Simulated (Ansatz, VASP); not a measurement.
## Cross-check of Ge (Germanium) between VASP and Ansatz

Wanted: the spread between two codes on one cell, functional and k mesh. The cell is taken from a series of runs on this material, whose earlier steps may have relaxed, scaled, displaced or heated it; both programs get it as it stands.

Program: Ansatz 0.2.0. Level of theory: plane waves, with VASP 6.6.1 beside it; relaxation of cell and atoms at r2SCAN, spin-orbit coupling. Results are calculated unless marked as measured.

## Step 1: Starting point

It takes space group Fd-3m (No. 227, cubic). The conventional cell has a = 5.671 Å, b = 5.671 Å, c = 5.671 Å, α = 90.00°, β = 90.00°, γ = 90.00°. Ge has 4 Ge at 2.46 Å nearest.

Structure file:

```cif
data_structure
_symmetry_space_group_name_H-M 'P 1'
_symmetry_Int_Tables_number 1
_cell_length_a 4.0102
_cell_length_b 4.0102
_cell_length_c 4.0102
_cell_angle_alpha 60.000
_cell_angle_beta 60.000
_cell_angle_gamma 60.000
_cell_volume 45.60
loop_
_atom_site_label
_atom_site_type_symbol
_atom_site_fract_x
_atom_site_fract_y
_atom_site_fract_z
_atom_site_occupancy
Ge1 Ge 0.50000 0.50000 0.50000 1
Ge2 Ge 0.75000 0.75000 0.75000 1
```

## Step 2: VASP: relaxation of cell and atoms, r2SCAN, spin-orbit coupling, pair 1

The relaxed volume is the usual yardstick between codes: in a stiff, nearly cubic crystal its relative difference is about their pressure difference at one cell divided by the bulk modulus.

Lines of VASP's logs that name or quote its potential files are left out, and so is its time.

INCAR

```
SYSTEM = Ge
PREC = Accurate
ENCUT = 550
EDIFF = 1E-07
NELM = 200
ISMEAR = 0
SIGMA = 0.01
LREAL = .FALSE.
ALGO = Normal
METAGGA = R2SCAN
LASPH = .TRUE.
LNONCOLLINEAR = .TRUE.
MAGMOM = 0 0 0 0 0 0
NBANDS = 40
GGA_COMPAT = .FALSE.
LSORBIT = .TRUE.
LORBIT = 11
LWAVE = .FALSE.
LCHARG = .FALSE.
ISIF = 3
IBRION = 2
NSW = 80
EDIFFG = -0.005
NELMIN = 4
EFERMI = MIDGAP
LMIXTAU = .TRUE.
KPAR = 2
```

POSCAR

```
Ge
1.0
    0.0000000000      2.8356560000      2.8356560000
    2.8356560000      0.0000000000      2.8356560000
    2.8356560000      2.8356560000      0.0000000000
Ge
2
Direct
    0.5000000000      0.5000000000      0.5000000000
    0.7499998237      0.7499998237      0.7499998237
```

KPOINTS

```
Automatic mesh
0
Gamma
8 8 8
0 0 0
```

Potentials, in the order of the species: Ge_d (PBE family, release 64).

Run with:

```console
$ mpirun -np 2 vasp_ncl
```

Numbers of over 12 decimals in the logs are rounded to 6 here.

Log:

```text
[banner, memory and clock lines left out]
running    2 mpi-ranks, on    1 nodes
 distrk:  each k-point on    1 cores,    2 groups
 distr:  one band on    1 cores,    1 groups

 POSCAR found type information on POSCAR Ge
 POSCAR found :  1 types and       2 ions
|                                                                             |
|               ----> ADVICE to this user running VASP <----                  |
|                                                                             |
|     You enforced a specific xc type in the INCAR file but a different       |
|     [... a line on the potential file left out ...]
|     I HOPE YOU KNOW WHAT YOU ARE DOING!                                     |
|                                                                             |

 LDA part: xc-table for (None), standard interpolation
 POSCAR, INCAR and KPOINTS ok, starting setup
 FFT: planning ... GRIDC
 FFT: planning ... GRID_SOFT
 FFT: planning ... GRID
 WAVECAR not read
 entering main loop
       N       E                     dE             d eps       ncg     rms          rms(c)
DAV:   1     0.258593004112E+03    0.25859E+03   -0.14349E+04  2912   0.412E+03
DAV:   2     0.212949232678E+02   -0.23730E+03   -0.22734E+03  2320   0.925E+02
DAV:   3    -0.272264277025E+02   -0.48521E+02   -0.47923E+02  2552   0.212E+02
DAV:   4    -0.303754263156E+02   -0.31490E+01   -0.31433E+01  2680   0.619E+01
DAV:   5    -0.304458599008E+02   -0.70434E-01   -0.70426E-01  2552   0.106E+01    0.336E+00
DAV:   6    -0.277589127336E+02    0.26869E+01   -0.36394E-01  2632   0.107E+01    0.195E+00
DAV:   7    -0.276222996390E+02    0.13661E+00   -0.28633E-01  3016   0.855E+00    0.412E-01
DAV:   8    -0.277591727632E+02   -0.13687E+00   -0.11222E-01  2568   0.492E+00    0.126E-01
DAV:   9    -0.277526146999E+02    0.65581E-02   -0.74899E-03  2432   0.100E+00    0.101E-01
DAV:  10    -0.277081927168E+02    0.44422E-01   -0.22525E-02  2376   0.181E+00    0.623E-02
DAV:  11    -0.277532122531E+02   -0.45020E-01   -0.14925E-02  2320   0.814E-01    0.266E-02
DAV:  12    -0.277536327231E+02   -0.42047E-03   -0.25056E-04  2608   0.178E-01    0.172E-02
DAV:  13    -0.277537482351E+02   -0.11551E-03   -0.59871E-05  2640   0.954E-02    0.723E-03
DAV:  14    -0.277537337605E+02    0.14475E-04   -0.20335E-05  2544   0.627E-02    0.259E-03
DAV:  15    -0.277537408698E+02   -0.71093E-05   -0.20147E-06  2448   0.138E-02    0.206E-03
DAV:  16    -0.277537558259E+02   -0.14956E-04   -0.17970E-06  2480   0.142E-02    0.895E-04
DAV:  17    -0.277537588569E+02   -0.30311E-05   -0.77968E-07  1920   0.778E-03    0.400E-04
DAV:  18    -0.277537585986E+02    0.25837E-06   -0.27629E-08  1912   0.204E-03    0.177E-04
DAV:  19    -0.277537583783E+02    0.22024E-06   -0.10423E-08  1544   0.123E-03    0.929E-05
DAV:  20    -0.277537583853E+02   -0.69231E-08   -0.19089E-08  1672   0.107E-03
   1 F= -.27753758E+02 E0= -.27753758E+02  d E =-.277538E+02  mag=    -0.0000    -0.0000    -0.0000
 curvature:   0.00 expect dE= 0.000E+00 dE for cont linesearch  0.000E+00
 trial: gam= 0.00000 g(F)=  0.992E-41 g(S)=  0.221E-03 ort = 0.000E+00 (trialstep = 0.100E+01)
 search vector abs. value=  0.221E-03
 bond charge predicted
       N       E                     dE             d eps       ncg     rms          rms(c)
DAV:   1    -0.277585578875E+02   -0.47995E-02   -0.60799E-02  3248   0.504E+00    0.407E-01
DAV:   2    -0.277550542375E+02    0.35037E-02   -0.40790E-03  3032   0.130E+00    0.209E-01
DAV:   3    -0.277538011091E+02    0.12531E-02   -0.19135E-03  3080   0.786E-01    0.479E-02
DAV:   4    -0.277537480984E+02    0.53011E-04   -0.17061E-04  2824   0.237E-01    0.223E-02
DAV:   5    -0.277537316524E+02    0.16446E-04   -0.50120E-05  2368   0.881E-02    0.932E-03
DAV:   6    -0.277537891514E+02   -0.57499E-04   -0.19060E-05  2336   0.462E-02    0.481E-03
DAV:   7    -0.277537914914E+02   -0.23400E-05   -0.64354E-07  2480   0.653E-03    0.187E-03
DAV:   8    -0.277537927934E+02   -0.13020E-05   -0.24787E-07  1944   0.689E-03    0.180E-04
DAV:   9    -0.277537929250E+02   -0.13151E-06   -0.18806E-08  1696   0.144E-03    0.187E-04
DAV:  10    -0.277537928784E+02    0.46511E-07   -0.29796E-09  1376   0.567E-04
   2 F= -.27753793E+02 E0= -.27753793E+02  d E =-.344932E-04  mag=    -0.0000     0.0000    -0.0000
 trial-energy change:   -0.000034  1 .order   -0.000062   -0.000221    0.000097
 step:   0.5680(harm=  0.6947)  dis= 0.00000  next Energy=   -27.753816 (dE=-0.576E-04)
 bond charge predicted
       N       E                     dE             d eps       ncg     rms          rms(c)
DAV:   1    -0.277546948983E+02   -0.90197E-03   -0.11273E-02  3264   0.215E+00    0.176E-01
DAV:   2    -0.277540545586E+02    0.64034E-03   -0.76626E-04  3032   0.565E-01    0.903E-02
DAV:   3    -0.277538340259E+02    0.22053E-03   -0.35201E-04  3080   0.338E-01    0.209E-02
DAV:   4    -0.277538170665E+02    0.16959E-04   -0.31734E-05  2840   0.102E-01    0.960E-03
DAV:   5    -0.277538095862E+02    0.74803E-05   -0.95321E-06  2352   0.382E-02    0.404E-03
DAV:   6    -0.277538193397E+02   -0.97535E-05   -0.36534E-06  2352   0.201E-02    0.204E-03
DAV:   7    -0.277538187257E+02    0.61401E-06   -0.11890E-07  2152   0.288E-03    0.804E-04
DAV:   8    -0.277538182519E+02    0.47378E-06   -0.47742E-08  1688   0.322E-03    0.714E-05
DAV:   9    -0.277538182452E+02    0.67012E-08   -0.38819E-09  1392   0.759E-04
   3 F= -.27753818E+02 E0= -.27753818E+02  d E =-.598600E-04  mag=    -0.0000     0.0000    -0.0000
 curvature:  -0.29 expect dE=-0.729E-06 dE for cont linesearch -0.729E-06
 trial: gam=-0.09569 g(F)=  0.144E-40 g(S)=  0.253E-05 ort = 0.236E-04 (trialstep = 0.914E+00)
 search vector abs. value=  0.292E-07
 reached required accuracy - stopping structural energy minimisation
```

From OUTCAR (step 2):

```text
ion  position               nearest neighbor table
   1  0.500  0.500  0.500-   2 2.46   2 2.46   2 2.46   2 2.46
   2  0.750  0.750  0.750-   1 2.46   1 2.46   1 2.46   1 2.46

  LATTYP: Found a face centered cubic cell.
 ALAT       =     5.6713120000

 Subroutine GETGRP returns: Found 48 space group operations
 (whereof 24 operations were pure point group operations)

The static configuration has the point symmetry T_d .
 The point group associated with its full space group is O_h .

 Found     29 irreducible k-points:

   k-points           NKPTS =     29   k-points in BZ     NKDIM =     29   number of bands    NBANDS=     40

   dimension x,y,z NGX =    32 NGY =   32 NGZ =   32
   dimension x,y,z NGXF=    64 NGYF=   64 NGZF=   64

   ENCUT  =  550.0 eV  40.42 Ry    6.36 a.u.   7.67  7.67  7.67*2*pi/ulx,y,z

   NELECT =      28.0000    total number of electrons

 k-points in reciprocal lattice and weights: Automatic mesh
   0.00000000  0.00000000  0.00000000       0.002
   0.12500000  0.00000000  0.00000000       0.016
   0.25000000  0.00000000  0.00000000       0.016
   0.37500000  0.00000000  0.00000000       0.016
   0.50000000  0.00000000  0.00000000       0.008
   0.12500000  0.12500000  0.00000000       0.012
   0.25000000  0.12500000  0.00000000       0.047
   0.37500000  0.12500000  0.00000000       0.047
   0.50000000  0.12500000  0.00000000       0.047
[...]
-0.37500000  0.50000000  0.12500000       0.023
  -0.25000000  0.50000000  0.25000000       0.012

 average (electrostatic) potential at core
       1 -79.5275       2 -79.5275

 E-fermi :   4.9150

 k-point     1 :       0.0000    0.0000    0.0000
  band No.  band energies     occupation
    ...
     24       4.5177      1.00000
     25       4.8051      1.00000
     26       4.8051      1.00000
     27       4.8051      1.00000
     28       4.8051      1.00000
     29       5.0249      0.00000
     30       5.0249      0.00000
     31       7.2795      0.00000
     32       7.2795      0.00000
     33       7.4884      0.00000
    ...

 k-point     2 :       0.1250    0.0000    0.0000
  band No.  band energies     occupation
    ...
     24       2.3531      1.00000
     25       4.2677      1.00000
     26       4.2677      1.00000
     27       4.4540      1.00000
     28       4.4540      1.00000
     29       5.9676      0.00000
     30       5.9676      0.00000
     31       7.8162      0.00000
     32       7.8162      0.00000
     33       7.9584      0.00000
    ...

 k-point     3 :       0.2500    0.0000    0.0000
  band No.  band energies     occupation
    ...
     24      -0.1141      1.00000
     25       3.6968      1.00000
     26       3.6968      1.00000
     27       3.8794      1.00000
     28       3.8794      1.00000
     29       5.6093      0.00000
     30       5.6093      0.00000
     31       8.4897      0.00000
     32       8.4897      0.00000
     33       8.6232      0.00000
    ...

  Total        0.0059175      0.0059175      0.0059175      0.0000000      0.0000000      0.0000000
  in kB        0.2074303      0.2074303      0.2074303      0.0000000      0.0000000      0.0000000
  external PRESSURE =       0.2074303 kB  Pullay stress =       0.0000000 kB

  energy-cutoff  :      550.00
  volume of cell :       45.71
      direct lattice vectors                 reciprocal lattice vectors
    -0.000000000  2.837800992  2.837800992    -0.176192764  0.176192764  0.176192764
     2.837800992  0.000000000  2.837800992     0.176192764 -0.176192764  0.176192764
     2.837800992  2.837800992  0.000000000     0.176192764  0.176192764 -0.176192764

 POSITION                                       TOTAL-FORCE (eV/Angst)
 -----------------------------------------------------------------------------------
      2.83780      2.83780      2.83780         0.000000      0.000000      0.000000
      4.25670      4.25670      4.25670        -0.000000     -0.000000     -0.000000
 -----------------------------------------------------------------------------------
    total drift:                                0.000000      0.000000      0.000000

  FREE ENERGIE OF THE ION-ELECTRON SYSTEM (eV)
  ---------------------------------------------------
  free  energy   TOTEN  =       -27.7538182452 eV

  energy  without entropy=      -27.7538182452  energy(sigma->0) =      -27.75381825

 reached required accuracy - stopping structural energy minimisation

 Spin-Orbit-Coupling matrix elements
 Ion:    1  E_soc:     -0.0173071
 Ion:    2  E_soc:     -0.0173071

 total charge
# of ion       s       p       d       tot
------------------------------------------
    1        1.102   1.284  10.021  12.408
    2        1.102   1.284  10.021  12.408
--------------------------------------------------
tot          2.205   2.569  20.043  24.816

 magnetization (x)
# of ion       s       p       d       tot
------------------------------------------
    1       -0.000  -0.000  -0.000  -0.000
    2       -0.000  -0.000  -0.000  -0.000
--------------------------------------------------
tot         -0.000  -0.000  -0.000  -0.000

 magnetization (y)
# of ion       s       p       d       tot
------------------------------------------
    1        0.000   0.000  -0.000  -0.000
    2        0.000   0.000  -0.000   0.000
--------------------------------------------------
tot          0.000   0.000  -0.000   0.000

 magnetization (z)
# of ion       s       p       d       tot
------------------------------------------
    1       -0.000  -0.000  -0.000  -0.000
    2       -0.000   0.000   0.000  -0.000
--------------------------------------------------
tot         -0.000  -0.000   0.000  -0.000

[... 3 further parts left out ...]
```

CONTCAR:

```
Ge
   1.00000000000000
    -0.0000000000000000    2.8378009921022747    2.8378009921022747
     2.8378009921022747    0.0000000000000000    2.8378009921022747
     2.8378009921022747    2.8378009921022747    0.0000000000000000
  Ge
     2
Direct
     0.5000000000000000    0.5000000000000000    0.5000000000000000
     0.7499998237000014    0.7499998237000014    0.7499998237000014
```

[end of part 1 of 2]

[Lines on the potential files, build, host, timing and source positions are cut from VASP's logs without a mark.]

[Logs are printed without paths, hosts, clocks, repeated set-up lines and the standing remarks that a program may print on its own settings, such as how far it seeks lower states.]

[Hosts, paths, dates, database ids (printed as entryN), source tags and the programs' standing remarks are cut or masked in the printed files.]
